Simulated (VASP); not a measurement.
Data:

```
CdF2
1.0
    0.00000     2.74637     2.74637
    2.74637     0.00000     2.74637
    2.74637     2.74637     0.00000
Cd F
1 2
Cartesian
  2.74637   0.00000   2.74637
  1.37318   1.37318   1.37318
  4.11955   4.11955   4.11955
```

Method: PBE GGA, VASP's PBE PAW potentials (set 64) (plane waves; VASP). Settings: 520 eV cut-off, Gaussian smearing of 0.050 eV, potentials Cd F.

Task: Give the energies of bands 3 to 14 at the high-symmetry points, in eV from the valence-band maximum.

Result: 
```csv
band,Γ,X,U,L,W
3,-5.47,-5.22,-5.07,-5.19,-4.95
4,-5.47,-4.68,-4.78,-5.19,-4.68
5,-5.47,-4.68,-4.54,-4.43,-4.64
6,-4.50,-4.40,-4.52,-4.43,-4.55
7,-4.50,-4.26,-4.43,-4.28,-4.55
8,-0.83,-3.02,-3.20,-2.55,-3.30
9,-0.83,-2.67,-2.30,-2.03,-2.46
10,-0.83,-2.67,-2.20,-1.63,-1.41
11,-0.56,-0.40,-0.83,-1.63,-1.41
12,-0.56,-0.08,-0.28,-0.43,-0.48
13,-0.56,-0.08,-0.20,-0.43,0.00
14,2.86,7.53,7.49,6.74,7.59
```

The gap is indirect, 2.86 eV, from the valence maximum at W to the conduction minimum at Γ.

Measured: gap 7.80 eV (computed value off by -4.94 eV), as given by Giancarlo Cappellini et al., Physical Review B (2013), arXiv:1302.2571.

The compound is CdF2 in the fluorite structure. It was relaxed first, which changed the volume by +6 %.
